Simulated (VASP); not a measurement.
Input for VASP

### POSCAR
```
Ta2N
1
    3.0441970000     0.0000000000     0.0000000000
   -1.5220980000     2.6363520000     0.0000000000
    0.0000000000     0.0000000000     4.7624210000
Ta N
2 1
Direct
  0.6666670000   0.3333330000   0.7452900000
  0.3333330000   0.6666670000   0.2547100000
  0.0000000000   0.0000000000   0.0000000000
```

INCAR:
```
SYSTEM = Ta2N
PREC = Accurate
ENCUT = 400
EDIFF = 1E-6
NELM = 100
ALGO = Normal
LREAL = .FALSE.
LASPH = .TRUE.
ISMEAR = 0
SIGMA = 0.05
GGA = PE
LMAXMIX = 6
LWAVE = .FALSE.
LCHARG = .FALSE.
ISIF = 2
```

### KPOINTS
```
kpoints
0
gamma
 12 12 7
```

POTCAR, in this order: Ta_pv N (PBE.64 set). Program: vasp_std.

Problem. Write an equivalent input for Quantum ESPRESSO's pw.x.

Solution. One equivalent input (not run):
```
&CONTROL
  calculation = 'scf'
  pseudo_dir = './pseudo'
  outdir = './out'
  tprnfor = .true.
  tstress = .true.
/
&SYSTEM
  ibrav = 0
  nat = 3
  ntyp = 2
  ecutwfc = 84
  occupations = 'smearing'
  smearing = 'gaussian'
  degauss = 0.003675
  input_dft = 'pbe'
/
&ELECTRONS
  conv_thr = 7.3e-08
  electron_maxstep = 100
/
ATOMIC_SPECIES
  Ta 180.948 Ta.upf
  N 14.007 N.upf
CELL_PARAMETERS angstrom
     3.0441970    0.0000000    0.0000000
    -1.5220980    2.6363520    0.0000000
     0.0000000    0.0000000    4.7624210
ATOMIC_POSITIONS crystal
  Ta   0.6666670  0.3333330  0.7452900
  Ta   0.3333330  0.6666670  0.2547100
  N    0.0000000  0.0000000  0.0000000
K_POINTS automatic
  12 12 7 0 0 0
```
The two are equivalent in intent, not identical: the potentials are each code's own (VASP's PAW set, PseudoDojo norm-conserving files in pw.x), so ENCUT and ecutwfc are chosen apart and not converted; conv_thr bounds pw.x's estimated SCF error, while EDIFF bounds the energy change between steps.

The structure comes from a computed database's Ta2N entry; how it stands against other phases isn't given here. The cell was not relaxed at this level, and its volume differs by -5.9 % from the start's.
